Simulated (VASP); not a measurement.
Wanted: the native input for a VASP 6.6.1 run.

* Task: relaxation of cell and atoms
* Functional: PBE
* Potentials or basis: VASP PAW PBE potentials, release 64 (Mg, Sn_d, O)
* Cutoff: 520 eV
* k mesh: 6 × 6 × 4
* Occupations: gaussian, width 0.03 eV
* Spin: no spin polarisation
* Further INCAR settings: ALGO = Normal; EDIFF = 1e-07; IBRION = 2; POTIM = 0.3; EDIFFG = -0.005; NSW = 60; ISIF = 3

The structure of MgSnO2 lies in POSCAR:

```
MgSnO2                                  
1.0
    3.9594489043      0.0000000000      0.0000000000
    0.0000000000      3.9594489043      0.0000000000
   -0.0000000000      0.0000000000      9.2602035005
  Mg              Sn              O             
     2     2     4
Direct
     0.0000000000000000    0.5000000000000000    0.4828088245098506
     0.5000000000000000    0.0000000000000000    0.5171911754901494
     0.0000000000000000    0.5000000000000000    0.1227827005304872
     0.5000000000000000    0.0000000000000000    0.8772172994695128
     0.5000000000000000    0.5000000000000000    0.5000000000000000
     0.0000000000000000    0.0000000000000000    0.5000000000000000
     0.5000000000000000    0.5000000000000000    0.0000000000000000
     0.0000000000000000    0.0000000000000000    0.0000000000000000
```

The cell was built by a generator and needn't be a form met in nature.

One way to write it, as run:

INCAR

```
  ALGO = Normal
  EDIFF = 1E-7
  EDIFFG = -0.005
  ENCUT = 520
  GGA = PE
  IBRION = 2
  ISIF = 3
  ISMEAR = 0
  KPAR = 4
  LASPH = True
  LCHARG = False
  LREAL = False
  LWAVE = False
  NELM = 120
  NSW = 60
  POTIM = 0.3
  PREC = Accurate
  SIGMA = 0.03
```

KPOINTS

```
k-points
0
Gamma
  6 6 4
```

Potentials or basis: VASP PAW PBE potentials, release 64 (Mg, Sn_d, O).

Command:

```bash
$ cat potpaw_PBE.64/Mg/POTCAR potpaw_PBE.64/Sn_d/POTCAR potpaw_PBE.64/O/POTCAR > POTCAR
$ mpirun -np 4 vasp_std > vasp.out
```

It gave:

- Relaxed volume: 18.14 Å³/atom
- Relaxed cell: a = 3.960 Å, b = 3.960 Å, c = 9.255 Å, α = 90.00°, β = 90.00°, γ = 90.00°
- Space group after relaxing (to 0.05 Å): P4/nmm (No. 129)
- Energy gained by relaxing: 0.0 meV/atom
- Ionic steps: 11
- Pressure after relaxing: 0.0 GPa
- Band gap on the k mesh: 1.85 eV, direct

Caveat: spin-orbit coupling is left out, which moves the levels of the heavy elements.

Run time: 4.9 min on 4 MPI ranks on Intel(R) Xeon(R) Platinum 8559C (Emerald Rapids) (shared host), peak memory 0.33 GiB a rank.
